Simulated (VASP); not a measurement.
# GaGe (F-43m) in VASP: notebook, part 2 of 2

VASP 6.6.1.

**4. Single point, r2SCAN**

The input, INCAR:

```
PREC     = Accurate       # precision mode
ENCUT    = 450            # plane-wave cutoff, eV
EDIFF    = 1E-6           # SCF threshold, eV
ISMEAR   = 0              # smearing method
SIGMA    = 0.05           # smearing width, eV
LREAL    = F              # projectors in reciprocal space
LASPH    = T              # aspherical terms in the spheres
NELM     = 100            # most SCF steps
ALGO     = Normal         # electronic algorithm
ISIF     = 2              # what is computed and relaxed
LWAVE    = F              # write WAVECAR
LCHARG   = F              # write CHGCAR
METAGGA  = R2SCAN         # meta-GGA
LMIXTAU  = T            
ADDGRID  = F
```

The input, KPOINTS:

```
Automatic mesh
0
Gamma
  4 4 4
```

The input, POSCAR:

```
GaGe
1.0
    0.0000000000      2.8978440000      2.8978440000
    2.8978440000      0.0000000000      2.8978440000
    2.8978440000      2.8978440000      0.0000000000
Ge Ga
1 1
Direct
    0.0000000000      0.0000000000      0.0000000000
    0.2500000000      0.2500000000      0.2500000000
```

Potentials or basis: VASP PAW PBE potentials, release 64 (Ge, Ga).

The run is started by

```
> cat potpaw_PBE.64/Ge/POTCAR potpaw_PBE.64/Ga/POTCAR > POTCAR
> mpirun -np 1 vasp_std > vasp.out
```

OUTCAR:

```text
PREC = Accurate
   ENCUT = 450
   EDIFF = 1E-6
   ISMEAR = 0
   LREAL = F
   LASPH = T
   NELM = 100
   ISIF = 2
   METAGGA = R2SCAN

 Found      8 irreducible k-points:

 Following reciprocal coordinates:
            Coordinates               Weight
  0.000000  0.000000  0.000000      1.000000
  0.250000  0.000000  0.000000      8.000000
  0.500000  0.000000  0.000000      4.000000
  0.250000  0.250000  0.000000      6.000000
  0.500000  0.250000  0.000000     24.000000
 -0.250000  0.250000  0.000000     12.000000
   k-points           NKPTS =      8   k-points in BZ     NKDIM =      8   number of bands    NBANDS=      7
   number of dos      NEDOS =    301   number of ions     NIONS =      2
   total plane-waves  NPLWV =  21952
   dimension x,y,z NGX =    28 NGY =   28 NGZ =   28
   dimension x,y,z NGXF=    56 NGYF=   56 NGZF=   56
   ions per type =               1   1
   NGX,Y,Z   is equivalent  to a cutoff of  11.36, 11.36, 11.36 a.u.
   NGXF,Y,Z  is equivalent  to a cutoff of  22.72, 22.72, 22.72 a.u.
 SYSTEM =  unknown system
   PREC   = accura    normal or accurate (medium, high low for compatibility)
   ISTART =      0    job   : 0-new  1-cont  2-samecut
   ICHARG =      2    charge: 1-file 2-atom 10-const
   ISPIN  =      1    spin polarized calculation?
   LNONCOLLINEAR =      F non collinear calculations
   LSORBIT =      F    spin-orbit coupling
   LASPH  =      T    aspherical Exc in radial PAW
   ENCUT  =  450.0 eV  33.07 Ry    5.75 a.u.   7.09  7.09  7.09*2*pi/ulx,y,z
   NELM   =    100;   NELMIN=  2; NELMDL= -5     # of ELM steps
   EDIFF  = 0.1E-05   stopping-criterion for ELM
   LREAL  =      F    real-space projection
   EDIFFG = 0.1E-04   stopping-criterion for IOM
   NSW    =      0    number of steps for IOM
   IBRION =     -1    ionic relax: 0-MD 1-quasi-New 2-CG
   NFREE  =      0    steps in history (QN), initial steepest desc. (CG)
   ISIF   =      2    stress and relaxation
   ISYM   =      2    0-nonsym 1-usesym 2-fastsym
   POTIM  = 0.5000    time-step for ionic-motion
   TEBEG  =    0.0;   TEEND  =   0.0 temperature during run
   PSTRESS=    0.0 pullay stress
   NELECT =       7.0000    total number of electrons
   NUPDOWN=      -1.0000    fix difference up-down
   EMIN   =  10.00;   EMAX   =-10.00  energy-range for DOS
   EFERMI =   0.00;   METHOD = LEGACY
   ISMEAR =     0;   SIGMA  =   0.05  broadening in eV -4-tet -1-fermi 0-gaus
   EFERMI_NEDOS =   21; number of points for ismear=-14 and -15
   IALGO  =     38    algorithm
   IMIX   =      4    mixing-type and parameters
     AMIX     =   0.40;   BMIX     =  1.00
     AMIX_MAG =   1.60;   BMIX_MAG =  1.00
  volume/ion in A,a.u.               =      24.33       164.22
  Fermi-wavevector in a.u.,A,eV,Ry     =   0.857740  1.620894 10.010058  0.735719
  Thomas-Fermi vector in A             =   1.974840
   LORBIT       =      0    0 simple, 1 ext, 2 COOP (PROOUT), +10 PAW based schemes
   METAGGA = R2SCAN    functional components
   LHFCALC =     F    Hartree Fock is set to
   AEXX    =    0.0000 exact exchange contribution
   IVDW    =     0    specifies the selected vdW correction
   LEPSILON=     F    determine dielectric tensor
   LRPA    =     F    only Hartree local field effects (RPA)
 non-spin polarized calculation
 Gauss-broadening in eV      SIGMA  =   0.05
  energy-cutoff  :      450.00
  volume of cell :       48.67
 maximum number of plane-waves:      1067
   NGX = 15   NGY = 15   NGZ = 15

 number of electron       7.0000000 magnetization

 Free energy of the ion-electron system (eV)
  ---------------------------------------------------
  ext. energy  EPLUGINS =         0.00000000
  ---------------------------------------------------
  free energy    TOTEN  =       -24.93539142 eV

  energy without entropy =      -24.93010518  energy(sigma->0) =      -24.93274830

 E-fermi :   1.4625     XC(G=0):  -9.1411

 val. band max:        1.4553356660   @ k =  -0.2500   0.2500   0.0000
 cond. band min:       1.5562088054   @ k =   0.5000   0.0000   0.0000
 fundamental gap:      0.1008731394
 Fermi energy:         1.4625322009

 k-point     1 :       0.0000    0.0000    0.0000
  band No.  band energies     occupation
      1      -9.7898      2.00000
      2       2.9286      0.00000
      3       2.9286      0.00000
      4       2.9286      0.00000
      5       3.7853      0.00000
      6       5.8068      0.00000
      7       5.8068      0.00000
[... 41 lines left out ...]
 k-point     6 :      -0.2500    0.2500    0.0000
  band No.  band energies     occupation
      1      -7.9693      2.00000
      2      -3.1931      2.00000
      3      -0.9226      2.00000
      4       1.4553      1.16129
      5       5.2211      0.00000
      6       7.9729      0.00000
      7       8.2526      0.00000

 [... further k-points ...]

------------------------ aborting loop because EDIFF is reached ----------------------------------------

  FORCE on cell =-STRESS in cart. coord.  units (eV):
  Direction    XX          YY          ZZ          XY          YZ          ZX
  --------------------------------------------------------------------------------------
  -------------------------------------------------------------------------------------
  Total       -0.8021757     -0.8021757     -0.8021757      0.0000000      0.0000000      0.0000000
  in kB      -26.4073663    -26.4073663    -26.4073663      0.0000000      0.0000000      0.0000000
  external PRESSURE =     -26.4073663 kB  Pullay stress =       0.0000000 kB

 VOLUME and BASIS-vectors are now :
 -----------------------------------------------------------------------------
  energy-cutoff  :      450.00
  volume of cell :       48.67
      direct lattice vectors                 reciprocal lattice vectors
     0.000000000  2.897844000  2.897844000    -0.172542069  0.172542069  0.172542069
     2.897844000  0.000000000  2.897844000     0.172542069 -0.172542069  0.172542069
     2.897844000  2.897844000  0.000000000     0.172542069  0.172542069 -0.172542069

 POSITION                                       TOTAL-FORCE (eV/Angst)
 -----------------------------------------------------------------------------------
      0.00000      0.00000      0.00000         0.000000      0.000000      0.000000
      1.44892      1.44892      1.44892        -0.000000     -0.000000     -0.000000
 -----------------------------------------------------------------------------------
    total drift:                                0.000000      0.000000      0.000000

  FREE ENERGIE OF THE ION-ELECTRON SYSTEM (eV)
  ---------------------------------------------------
  free  energy   TOTEN  =       -24.9353914154 eV

  energy  without entropy=      -24.9301051758  energy(sigma->0) =      -24.93274830
```

stdout:

```text
POSCAR found type information on POSCAR GeGa
 POSCAR found :  2 types and       2 ions
 scaLAPACK will be used
 -----------------------------------------------------------------------------
|                                                                             |
|                                                                             |
|     You enforced a specific xc type in the INCAR file but a different       |
|     I HOPE YOU KNOW WHAT YOU ARE DOING!                                     |
|                                                                             |
 -----------------------------------------------------------------------------

 LDA part: xc-table for (None), standard interpolation
 POSCAR, INCAR and KPOINTS ok, starting setup
 FFT: planning ... GRIDC
 FFT: planning ... GRID_SOFT
 FFT: planning ... GRID
 WAVECAR not read
 entering main loop
```

Wall time 35 s (1 thread of AMD EPYC 7R43 (Zen 3), shared host); peak memory 0.12 GiB.

The run converged, but some of its settings lie outside the range that counts as converged, so its numbers aren't taken as properties of the crystal.

What came out:

* Free energy: -24.9354 eV
* Pressure: -2.6 GPa
* Band gap on the k mesh: none (metal or under the smearing width)

Caveat: the k mesh is coarse (spacing up to 0.47 Å⁻¹), so the values aren't converged; the PAW data sets were made with another functional, which shifts forces and pressure a little.

**5. Single point, r2SCAN**

INCAR: that of step 4 with these lines changed.

```diff
@@ -4,3 +4,3 @@
 ISMEAR   = 0              # smearing method
-SIGMA    = 0.05           # smearing width, eV
+SIGMA    = 0.5            # smearing width, eV
 LREAL    = F              # projectors in reciprocal space
```

KPOINTS is that of step 4.

POSCAR is that of step 4.

The run is started by

```
> cat potpaw_PBE.64/Ge/POTCAR potpaw_PBE.64/Ga/POTCAR > POTCAR
> mpirun -np 1 vasp_std > vasp.out
```

Wall time 36 s (1 thread of AMD EPYC 7R43 (Zen 3), shared host); peak memory 0.12 GiB.

The run converged, but some of its settings lie outside the range that counts as converged, so its numbers aren't taken as properties of the crystal.

What came out:

```yaml
Free_energy: -25.0121 eV
Pressure: -2.5 GPa
Band_gap_on_the_k_mesh: none (metal or under the smearing width)
```

Caveat: the k mesh is coarse (spacing up to 0.47 Å⁻¹), so the values aren't converged; the PAW data sets were made with another functional, which shifts forces and pressure a little.

**6. Single point, r2SCAN**

INCAR: that of step 5 with these lines changed.

```diff
@@ -4,3 +4,3 @@
 ISMEAR   = 0              # smearing method
-SIGMA    = 0.5            # smearing width, eV
+SIGMA    = 0.2            # smearing width, eV
 LREAL    = F              # projectors in reciprocal space
```

KPOINTS is that of step 5.

POSCAR is that of step 5.

Potentials or basis: VASP PAW PBE potentials, release 64 (Ge, Ga).

The run is started by

```
> cat potpaw_PBE.64/Ge/POTCAR potpaw_PBE.64/Ga/POTCAR > POTCAR
> mpirun -np 1 vasp_std > vasp.out
```

Run time: 37 s. Hardware: 1 thread of AMD EPYC 7R43 (Zen 3), shared host; peak memory 0.12 GiB.

The run converged, but some of its settings lie outside the range that counts as converged, so its numbers aren't taken as properties of the crystal.

What came out:

```yaml
Free_energy: -24.9561 eV
Pressure: -2.6 GPa
Band_gap_on_the_k_mesh: none (metal or under the smearing width)
```

Caveat: the k mesh is coarse (spacing up to 0.47 Å⁻¹), so the values aren't converged; the PAW data sets were made with another functional, which shifts forces and pressure a little.
